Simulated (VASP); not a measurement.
Energy against volume of Cu (fcc). Method: PBEsol GGA, VASP's PBE PAW potentials (set 64) (plane waves; VASP 6.6.1). Numerical set-up: 520 eV cut-off, 17×17×17 Γ-centred mesh, first-order Methfessel-Paxton smearing of 0.10 eV, potentials Cu.

| V (Å³/atom) | E (eV/atom) |
|---|---|
| 11.030 | -4.30274 |
| 11.371 | -4.30781 |
| 11.713 | -4.30235 |
| 12.054 | -4.28807 |

Q: Fit these four points and predict the energy of the run at 10.689 Å³/atom.

A: A cubic in V^(−2/3), the third-order Birch-Murnaghan form, passes through the four points with V0 = 11.36 Å³/atom and B0 = 165 GPa, and gives -4.2852 eV/atom there. The run gave -4.2851 eV/atom, +0.1 meV/atom from the fit; all five points give B0 = 166 GPa.

The compound is Cu in the fcc structure. It was relaxed first.
